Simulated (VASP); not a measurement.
Here is the system:

```xyz
2
Lattice="0.0000 2.3984 2.3984 2.3984 0.0000 2.3984 2.3984 2.3984 0.0000" Properties=species:S:1:pos:R:3 pbc="T T T"
Be     0.0000     0.0000     0.0000
S      3.5976     3.5976     3.5976
```

Method: LDA (Ceperley-Alder, Perdew-Zunger), VASP's LDA PAW potentials (set 64) (plane waves; VASP). Settings: 400 eV cut-off, 9×9×9 Γ-centred mesh, Gaussian smearing of 0.050 eV, potentials Be S.

Problem. What does the run give for the energy per atom (σ→0)?

Solution. 
- energy per atom (σ→0): -5.571 eV/atom

The absolute energy has meaning only against runs of the same code, potentials and settings.

The structure comes from a computed database's BeS entry (F-43m); how it stands against other phases isn't given here. It was relaxed first. The start is the result of an earlier pass.
